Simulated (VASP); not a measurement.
# NbTe (P-6m2) in VASP: notebook

One crystal, NbTe, is run at these levels: PBE; tasks: single point.

Everything below comes from runs of VASP 6.6.1. Logs are shortened: lines on timing, memory, paths and dates and some standing lists are left out, and cuts for length are marked.

### Step 1. Starting point

Symmetry: P-6m2, No. 187, hexagonal system. The conventional cell has a = 3.703 Å, b = 3.703 Å, c = 3.694 Å, α = 90.00°, β = 90.00°, γ = 120.00°. Around Te (site symmetry -6m2) lie 6 Nb at 2.83 Å. Nb (site symmetry -6m2) is surrounded by 6 Te at 2.83 Å.

The cell comes from a database or a generator and needn't be the stable form of this composition.

### Step 2. Single point, PBE

The input, INCAR:

```
  PREC = Accurate
  ENCUT = 460
  EDIFF = 1E-7
  ISMEAR = 0
  SIGMA = 0.05
  LREAL = Auto
  LASPH = True
  NELM = 100
  ALGO = Normal
  ISIF = 2
  LWAVE = False
  LCHARG = False
  GGA = PE
  NBANDS = 16
  ADDGRID = False
```

The input, KPOINTS:

```
regular mesh
0
Gamma
  7 7 6
```

The input, POSCAR:

```
NbTe
1.0
    3.7029743866      0.0000000000      0.0000000000
   -1.8514871933      3.2068698884      0.0000000000
    0.0000000000      0.0000000000      3.6942110000
Te Nb
1 1
Direct
    0.6666666667      0.3333333333      0.0000000000
    0.0000000000      0.0000000000      0.5000000000
```

Potentials or basis: VASP PAW PBE potentials, release 64 (Te, Nb_pv).

Started as:

```
cat potpaw_PBE.64/Te/POTCAR potpaw_PBE.64/Nb_pv/POTCAR > POTCAR
mpirun -np 1 vasp_std > vasp.out
```

OUTCAR:

```text
PREC = Accurate
   ENCUT = 460
   EDIFF = 1E-7
   ISMEAR = 0
   LREAL = Auto
   LASPH = True
   NELM = 100
   ISIF = 2
   GGA = PE

 Found     32 irreducible k-points:

 Following reciprocal coordinates:
            Coordinates               Weight
  0.000000  0.000000  0.000000      1.000000
  0.142857 -0.000000  0.000000      6.000000
  0.285714 -0.000000  0.000000      6.000000
  0.428571  0.000000  0.000000      6.000000
  0.142857  0.142857  0.000000      6.000000
  0.285714  0.142857  0.000000     12.000000
   k-points           NKPTS =     32   k-points in BZ     NKDIM =     32   number of bands    NBANDS=     16
   number of dos      NEDOS =    301   number of ions     NIONS =      2
   total plane-waves  NPLWV =  21952
   dimension x,y,z NGX =    28 NGY =   28 NGZ =   28
   dimension x,y,z NGXF=    56 NGYF=   56 NGZF=   56
   ions per type =               1   1
   NGX,Y,Z   is equivalent  to a cutoff of  12.57, 12.57, 12.60 a.u.
   NGXF,Y,Z  is equivalent  to a cutoff of  25.14, 25.14, 25.20 a.u.
 SYSTEM =  unknown system
   PREC   = accura    normal or accurate (medium, high low for compatibility)
   ISTART =      0    job   : 0-new  1-cont  2-samecut
   ICHARG =      2    charge: 1-file 2-atom 10-const
   ISPIN  =      1    spin polarized calculation?
   LNONCOLLINEAR =      F non collinear calculations
   LSORBIT =      F    spin-orbit coupling
   LASPH  =      T    aspherical Exc in radial PAW
   ENCUT  =  460.0 eV  33.81 Ry    5.81 a.u.   6.48  6.48  6.46*2*pi/ulx,y,z
   NELM   =    100;   NELMIN=  2; NELMDL= -5     # of ELM steps
   EDIFF  = 0.1E-06   stopping-criterion for ELM
   LREAL  =      T    real-space projection
   EDIFFG = 0.1E-05   stopping-criterion for IOM
   NSW    =      0    number of steps for IOM
[... 15 lines left out ...]
     AMIX     =   0.40;   BMIX     =  1.00
     AMIX_MAG =   1.60;   BMIX_MAG =  1.00
  volume/ion in A,a.u.               =      21.93       148.02
  Fermi-wavevector in a.u.,A,eV,Ry     =   1.193548  2.255479 19.382272  1.424557
  Thomas-Fermi vector in A             =   2.329560
   LORBIT       =      0    0 simple, 1 ext, 2 COOP (PROOUT), +10 PAW based schemes
   GGA     = PE    functional components
[... 5 lines left out ...]
 non-spin polarized calculation
 Gauss-broadening in eV      SIGMA  =   0.05
  energy-cutoff  :      460.00
  volume of cell :       43.87
 maximum number of plane-waves:      1009
 NGX is ok and might be reduce to    28
   NGX = 13   NGY = 13   NGZ = 13

 number of electron      17.0000003 magnetization

 Free energy of the ion-electron system (eV)
  ---------------------------------------------------
  ext. energy  EPLUGINS =         0.00000000
  ---------------------------------------------------
  free energy    TOTEN  =       -13.51164932 eV

  energy without entropy =      -13.50990987  energy(sigma->0) =      -13.51077959

 E-fermi :   8.3824     XC(G=0): -11.2458

 val. band max:        8.3605452404   @ k =   0.2857  -0.0000   0.0000
 cond. band min:       8.4109942859   @ k =   0.2857  -0.0000   0.3333
 fundamental gap:      0.0504490454
 Fermi energy:         8.3823588590

 k-point     1 :       0.0000    0.0000    0.0000
  band No.  band energies     occupation
      1     -23.3688      2.00000
      2     -23.1662      2.00000
      3     -23.1662      2.00000
      4      -5.8119      2.00000
      5       5.2960      2.00000
      6       5.2960      2.00000
[... 8 lines left out ...]
     15      15.5045      0.00000
     16      15.5045      0.00000

 k-point     2 :       0.1429   -0.0000    0.0000
  band No.  band energies     occupation
      1     -23.3646      2.00000
      2     -23.1915      2.00000
      3     -23.1722      2.00000
      4      -5.5666      2.00000
      5       4.3211      2.00000
      6       5.4176      2.00000
[... 8 lines left out ...]
     15      16.4803      0.00000
     16      16.5205      0.00000

 k-point     3 :       0.2857   -0.0000    0.0000
  band No.  band energies     occupation
      1     -23.3552      2.00000
      2     -23.2476      2.00000
      3     -23.1855      2.00000
      4      -4.9249      2.00000
      5       2.7047      2.00000
      6       5.0212      2.00000
[... 8 lines left out ...]
     15      17.0161      0.00000
     16      17.4140      0.00000

 k-point     4 :       0.4286    0.0000    0.0000
  band No.  band energies     occupation
      1     -23.3477      2.00000
      2     -23.2920      2.00000
      3     -23.1962      2.00000
      4      -4.2562      2.00000
      5       1.4467      2.00000
      6       4.6644      2.00000
[... 8 lines left out ...]
     15      17.1697      0.00000
     16      18.8498      0.00000

 k-point     5 :       0.1429    0.1429    0.0000
  band No.  band energies     occupation
      1     -23.3578      2.00000
      2     -23.2287      2.00000
      3     -23.1853      2.00000
      4      -5.1203      2.00000
      5       3.2497      2.00000
      6       5.1846      2.00000
[... 8 lines left out ...]
     15      16.9601      0.00000
     16      17.6280      0.00000

 k-point     6 :       0.2857    0.1429    0.0000
  band No.  band energies     occupation
      1     -23.3494      2.00000
      2     -23.2719      2.00000
      3     -23.2043      2.00000
      4      -4.4370      2.00000
      5       2.0342      2.00000
      6       4.6600      2.00000
[... 8 lines left out ...]
     15      16.9976      0.00000
     16      17.3963      0.00000

 [... further k-points ...]

------------------------ aborting loop because EDIFF is reached ----------------------------------------

  FORCE on cell =-STRESS in cart. coord.  units (eV):
  Direction    XX          YY          ZZ          XY          YZ          ZX
  --------------------------------------------------------------------------------------
  -------------------------------------------------------------------------------------
  Total       -0.0889920     -0.0889920      0.1143428      0.0000000     -0.0000000      0.0000000
  in kB       -3.2501825     -3.2501825      4.1760505      0.0000000     -0.0000000      0.0000000
  external PRESSURE =      -0.7747715 kB  Pullay stress =       0.0000000 kB

 VOLUME and BASIS-vectors are now :
 -----------------------------------------------------------------------------
  energy-cutoff  :      460.00
  volume of cell :       43.87
      direct lattice vectors                 reciprocal lattice vectors
     3.702974387  0.000000000  0.000000000     0.270053178  0.155915275  0.000000000
    -1.851487193  3.206869888  0.000000000     0.000000000  0.311830550  0.000000000
     0.000000000  0.000000000  3.694211000     0.000000000  0.000000000  0.270693796

 POSITION                                       TOTAL-FORCE (eV/Angst)
 -----------------------------------------------------------------------------------
      1.85149      1.06896      0.00000        -0.000000      0.000000      0.000000
      0.00000      0.00000      1.84711         0.000000      0.000000      0.000000
 -----------------------------------------------------------------------------------
    total drift:                               -0.000000      0.000000     -0.000000

  FREE ENERGIE OF THE ION-ELECTRON SYSTEM (eV)
  ---------------------------------------------------
  free  energy   TOTEN  =       -13.5116493203 eV

  energy  without entropy=      -13.5099098693  energy(sigma->0) =      -13.51077959
```

OSZICAR:

```text
N       E                     dE             d eps       ncg     rms          rms(c)
DAV:   1     0.109253521104E+03    0.10925E+03   -0.71409E+03  1032   0.885E+02
DAV:   2    -0.829803462714E+01   -0.11755E+03   -0.11074E+03  1144   0.306E+02
DAV:   3    -0.137651876136E+02   -0.54672E+01   -0.52094E+01  1384   0.565E+01
DAV:   4    -0.139358425886E+02   -0.17065E+00   -0.17052E+00  1224   0.998E+00
DAV:   5    -0.139424035858E+02   -0.65610E-02   -0.65608E-02  1560   0.194E+00    0.153E+01
DAV:   6    -0.135444489821E+02    0.39795E+00   -0.79485E-01  1616   0.113E+01    0.617E+00
DAV:   7    -0.135160497122E+02    0.28399E-01   -0.61484E-02  1112   0.165E+00    0.290E+00
DAV:   8    -0.135119213815E+02    0.41283E-02   -0.16547E-02  1624   0.976E-01    0.277E-01
DAV:   9    -0.135116104701E+02    0.31091E-03   -0.93372E-04  1080   0.216E-01    0.135E-01
DAV:  10    -0.135116555143E+02   -0.45044E-04   -0.15622E-04  1672   0.127E-01    0.237E-02
DAV:  11    -0.135116503723E+02    0.51419E-05   -0.72314E-06  1560   0.304E-02    0.957E-03
DAV:  12    -0.135116495481E+02    0.82427E-06   -0.69680E-07  1600   0.879E-03    0.295E-03
DAV:  13    -0.135116493368E+02    0.21126E-06   -0.41454E-08   848   0.210E-03    0.693E-04
DAV:  14    -0.135116493203E+02    0.16562E-07   -0.10739E-08   696   0.127E-03
   1 F= -.13511649E+02 E0= -.13510780E+02  d E =-.173945E-02
```

stdout:

```text
POSCAR found type information on POSCAR TeNb
 POSCAR found :  2 types and       2 ions
 scaLAPACK will be used
 -----------------------------------------------------------------------------
|                                                                             |
|                                                                             |
|     You have a (more or less) 'small supercell' and for smaller cells       |
|     it is recommended to use the reciprocal-space projection scheme!        |
|     The real-space optimization is not efficient for small cells and it     |
|     is also less accurate ...                                               |
|     Therefore, set LREAL=.FALSE. in the INCAR file.                         |
|                                                                             |
 -----------------------------------------------------------------------------

 LDA part: xc-table for (Slater+PW92), standard interpolation
 POSCAR, INCAR and KPOINTS ok, starting setup
 FFT: planning ... GRIDC
 FFT: planning ... GRID_SOFT
 FFT: planning ... GRID
 WAVECAR not read
 entering main loop
```

Wall time 31 s (1 thread of Intel Xeon Platinum 8488C (Sapphire Rapids), shared host); peak memory 0.16 GiB.

These settings aren't checked as converged: the numbers below hold their error.

Results:

| Property | Result |
| --- | --- |
| Free energy | -13.5116 eV |
| Pressure | -0.1 GPa |
| Band gap on the k mesh | none (metal or under the smearing width) |

### Step 3. Single point, PBE

Edit INCAR of step 2 so:

```diff
@@ -2,6 +2,6 @@
   ENCUT = 460
-  EDIFF = 1E-7
+  EDIFF = 0.01
   ISMEAR = 0
   SIGMA = 0.05
-  LREAL = Auto
+  LREAL = False
   LASPH = True
```

KPOINTS is that of step 2.

POSCAR is that of step 2.

Potentials or basis: VASP PAW PBE potentials, release 64 (Te, Nb_pv).

Started as:

```
cat potpaw_PBE.64/Te/POTCAR potpaw_PBE.64/Nb_pv/POTCAR > POTCAR
mpirun -np 1 vasp_std > vasp.out
```

Run time: 9.6 s. Hardware: 1 thread of Intel Xeon Platinum 8488C (Sapphire Rapids), shared host; peak memory 0.16 GiB.

The run converged, but some of its settings lie outside the range that counts as converged, so its numbers aren't taken as properties of the crystal.

Results:

- Free energy: -13.5110 eV
- Pressure: 0.3 GPa
- Band gap on the k mesh: none (metal or under the smearing width)
